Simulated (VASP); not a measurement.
Level of theory: optB88-vdW, VASP's PBE PAW potentials (set 64) (plane waves; VASP).

The input files of a VASP run:

INCAR:
```
LWAVE  =  F
ENCUT  =  520   ! plane-wave cut-off (eV)
SYSTEM  =  Zr
PREC  =  Accurate
LMAXMIX  =  4   ! l cut-off of mixed one-centre charges
NSW  =  30   ! most ionic steps
LASPH  =  T
NELM  =  100
LUSE_VDW  =  T
AGGAC  =  0.0
PARAM1  =  0.1833333333
ALGO  =  Normal
GGA  =  BO
LREAL  =  F
EDIFF  =  1E-7
ISIF  =  4
ISMEAR  =  1   ! Methfessel-Paxton
LCHARG  =  F
PARAM2  =  0.22
IBRION  =  2   ! conjugate gradients
SIGMA  =  0.1   ! width (eV)
EDIFFG  =  -0.01
```

File KPOINTS:
```
Regular mesh
0
Gamma
13 13 7
```

### POSCAR
```
Zr
1
    1.6371960058    -2.8357066097     0.0000000000
    1.6371960058     2.8357066097     0.0000000000
    0.0000000000     0.0000000000     5.2761071186
Zr
2
Direct
  0.3333330000   0.6666670000   0.2500000000
  0.6666670000   0.3333330000   0.7500000000
```

POTCAR, in this order: Zr_sv (PBE.64 set). Program: vasp_std.

What VASP printed:

**OSZICAR**
```
       N       E                     dE             d eps       ncg     rms          rms(c)
DAV:   1     0.223139821173E+03    0.22314E+03   -0.13573E+04  2688   0.148E+03
DAV:   2     0.247692886995E+01   -0.22066E+03   -0.21870E+03  3416   0.410E+02
DAV:   3    -0.118504000222E+02   -0.14327E+02   -0.14211E+02  5120   0.782E+01
DAV:   4    -0.121177779361E+02   -0.26738E+00   -0.26734E+00  2960   0.120E+01
DAV:   5    -0.121273873934E+02   -0.96095E-02   -0.96092E-02  4384   0.141E+00    0.130E+01
DAV:   6    -0.115704364992E+02    0.55695E+00   -0.90317E-01  2784   0.808E+00    0.508E+00
DAV:   7    -0.114635759698E+02    0.10686E+00   -0.54911E-01  3728   0.555E+00    0.107E+00
DAV:   8    -0.114685655261E+02   -0.49896E-02   -0.37579E-02  3504   0.170E+00    0.201E-01
DAV:   9    -0.114685638881E+02    0.16380E-05   -0.12510E-03  3400   0.360E-01    0.388E-02
DAV:  10    -0.114685295435E+02    0.34345E-04   -0.35524E-05  3960   0.528E-02    0.194E-02
DAV:  11    -0.114685310113E+02   -0.14678E-05   -0.10931E-05  2984   0.357E-02    0.632E-03
DAV:  12    -0.114685313625E+02   -0.35117E-06   -0.43861E-07  3096   0.620E-03    0.330E-03
DAV:  13    -0.114685313299E+02    0.32566E-07   -0.90370E-08  1896   0.368E-03
   1 F= -.11468531E+02 E0= -.11468696E+02  d E =-.114685E+02
       N       E                     dE             d eps       ncg     rms          rms(c)
DAV:   1    -0.114687959221E+02   -0.26456E-03   -0.14753E-02  2720   0.114E+00    0.851E-02
DAV:   2    -0.114686243976E+02    0.17152E-03   -0.44423E-04  3104   0.166E-01    0.408E-02
DAV:   3    -0.114685727580E+02    0.51640E-04   -0.20718E-04  3728   0.101E-01    0.654E-03
DAV:   4    -0.114685730728E+02   -0.31483E-06   -0.33953E-06  3112   0.182E-02    0.308E-03
DAV:   5    -0.114685731852E+02   -0.11238E-06   -0.24639E-07  2720   0.369E-03    0.282E-04
DAV:   6    -0.114685731908E+02   -0.55861E-08   -0.11448E-08  1792   0.102E-03
   2 F= -.11468573E+02 E0= -.11468714E+02  d E =-.418609E-04
```

### OUTCAR
```
------------------------ aborting loop because EDIFF is reached ----------------------------------------
  FORCE on cell =-STRESS in cart. coord.  units (eV):
  Direction    XX          YY          ZZ          XY          YZ          ZX
  --------------------------------------------------------------------------------------
  Total       -1.5476894     -1.5476894     -1.5743942      0.0000000      0.0000000      0.0000000
  in kB      -50.6161173    -50.6161155    -51.4894778      0.0000000      0.0000000      0.0000000
  external PRESSURE =     -50.9072368 kB  Pullay stress =       0.0000000 kB
  volume of cell :       48.99
      direct lattice vectors                 reciprocal lattice vectors
     1.637985721 -2.837074441  0.000000000     0.305252966 -0.176237885 -0.000000000
     1.637985721  2.837074441  0.000000000     0.305252966  0.176237885  0.000000000
    -0.000000000 -0.000000000  5.271020840     0.000000000  0.000000000  0.189716571
 POSITION                                       TOTAL-FORCE (eV/Angst)
 -----------------------------------------------------------------------------------
      1.63799      0.94569      1.31776         0.000000      0.000000      0.000000
      1.63799     -0.94569      3.95327        -0.000000     -0.000000      0.000000
 -----------------------------------------------------------------------------------
    total drift:                                0.000000      0.001153     -0.000019
  FREE ENERGIE OF THE ION-ELECTRON SYSTEM (eV)
  ---------------------------------------------------
  free  energy   TOTEN  =       -11.4685731908 eV

  energy  without entropy=      -11.4689948290  energy(sigma->0) =      -11.46871374

 reached required accuracy - stopping structural energy minimisation
```
(Selected blocks of OUTCAR.)

CONTCAR:
```
Zr
   1.00000000000000
     1.6379857214526290   -2.8370744413333608    0.0000000000000000
     1.6379857214526290    2.8370744413333608    0.0000000000000000
    -0.0000000000000000   -0.0000000000000000    5.2710208397292035
  Zr
     2
Direct
     0.3333330000000032    0.6666669999999968    0.2500000000000000
     0.6666669999999968    0.3333330000000032    0.7500000000000000
```

The compound is Zr in the hcp structure. This cell is one point of a volume scan, at 1.06 of the reference volume. Symmetry was kept, so distortions that lower it aren't found.
